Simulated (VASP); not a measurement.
OSZICAR of a VASP run on Pt (fcc):

File OSZICAR:
```
       N       E                     dE             d eps       ncg     rms          rms(c)
DAV:   1     0.371597048396E+02    0.37160E+02   -0.55145E+03  1984   0.103E+03
DAV:   2    -0.605934071327E+01   -0.43219E+02   -0.40902E+02  1966   0.187E+02
DAV:   3    -0.649577016417E+01   -0.43643E+00   -0.42554E+00  2208   0.189E+01
DAV:   4    -0.649725457874E+01   -0.14844E-02   -0.14842E-02  2148   0.118E+00
DAV:   5    -0.649726376745E+01   -0.91887E-05   -0.91895E-05  2126   0.839E-02    0.132E+01
DAV:   6    -0.612670801562E+01    0.37056E+00   -0.96346E-01  1911   0.897E+00    0.673E+00
DAV:   7    -0.608395538569E+01    0.42753E-01   -0.16845E-01  2015   0.363E+00    0.247E+00
DAV:   8    -0.608024614576E+01    0.37092E-02   -0.50877E-03  2020   0.723E-01    0.523E-01
DAV:   9    -0.608007798062E+01    0.16817E-03   -0.60092E-05  1983   0.836E-02    0.161E-02
DAV:  10    -0.608008233622E+01   -0.43556E-05   -0.18779E-06  2146   0.129E-02    0.216E-03
DAV:  11    -0.608008236266E+01   -0.26446E-07   -0.38405E-08  1020   0.204E-03
   1 F= -.60800824E+01 E0= -.60801899E+01  d E =-.608008E+01
       N       E                     dE             d eps       ncg     rms          rms(c)
DAV:   1    -0.854792640283E+01   -0.24678E+01   -0.57872E+01  1898   0.792E+01    0.114E+01
DAV:   2    -0.600493266897E+01    0.25430E+01   -0.97734E+00  1875   0.255E+01    0.651E+00
DAV:   3    -0.594545345267E+01    0.59479E-01   -0.31037E-01  2001   0.438E+00    0.424E+00
DAV:   4    -0.595176714362E+01   -0.63137E-02   -0.18576E-02  2025   0.712E-01    0.102E+00
DAV:   5    -0.595297364977E+01   -0.12065E-02   -0.12082E-03  2335   0.253E-01    0.103E-01
DAV:   6    -0.595306915730E+01   -0.95508E-04   -0.30225E-05  2157   0.434E-02    0.973E-03
DAV:   7    -0.595307011135E+01   -0.95405E-06   -0.91445E-07  2071   0.621E-03
   2 F= -.59530701E+01 E0= -.59531609E+01  d E =0.127012E+00
       N       E                     dE             d eps       ncg     rms          rms(c)
DAV:   1    -0.740479075614E+01   -0.14517E+01   -0.29387E+01  1905   0.568E+01    0.879E+00
DAV:   2    -0.616812098318E+01    0.12367E+01   -0.36955E+00  1876   0.170E+01    0.171E+00
DAV:   3    -0.610060939176E+01    0.67512E-01   -0.36228E-01  1958   0.490E+00    0.930E-01
DAV:   4    -0.610334917389E+01   -0.27398E-02   -0.41195E-03  2217   0.584E-01    0.500E-01
DAV:   5    -0.610536877262E+01   -0.20196E-02   -0.32250E-03  2144   0.360E-01    0.239E-02
DAV:   6    -0.610541959443E+01   -0.50822E-04   -0.40961E-05  2378   0.564E-02    0.168E-02
DAV:   7    -0.610542021205E+01   -0.61763E-06   -0.17027E-06  1784   0.104E-02
   3 F= -.61054202E+01 E0= -.61055443E+01  d E =-.253378E-01
       N       E                     dE             d eps       ncg     rms          rms(c)
DAV:   1    -0.610583933472E+01   -0.41974E-03   -0.83669E-03  1907   0.971E-01    0.127E-01
DAV:   2    -0.610549831346E+01    0.34102E-03   -0.10655E-03  1885   0.286E-01    0.474E-02
DAV:   3    -0.610548079857E+01    0.17515E-04   -0.96559E-05  1949   0.803E-02    0.264E-02
DAV:   4    -0.610548291781E+01   -0.21192E-05   -0.35639E-06  2098   0.148E-02    0.899E-04
DAV:   5    -0.610548292227E+01   -0.44621E-08   -0.48474E-08   941   0.213E-03
   4 F= -.61054829E+01 E0= -.61056064E+01  d E =-.254006E-01
```

Question: Which electronic solver shows in the log?

Answer: It is blocked Davidson (ALGO = Normal, or the opening steps of other solvers). The INCAR had ALGO = Normal.

Question: Can the final energy be trusted as converged?

Answer: The run converged. It stopped with EDIFF = 1E-6, NELM = 100, NSW = 60 and EDIFFG = -0.01 after 4 ionic steps (PW91 GGA, plane waves, VASP's PBE PAW potentials (set 64)). Energy and stress use the plane-wave basis of the starting cell.

The compound is Pt in the fcc structure. This run relaxes it. Symmetry was kept, so distortions that lower it aren't found.
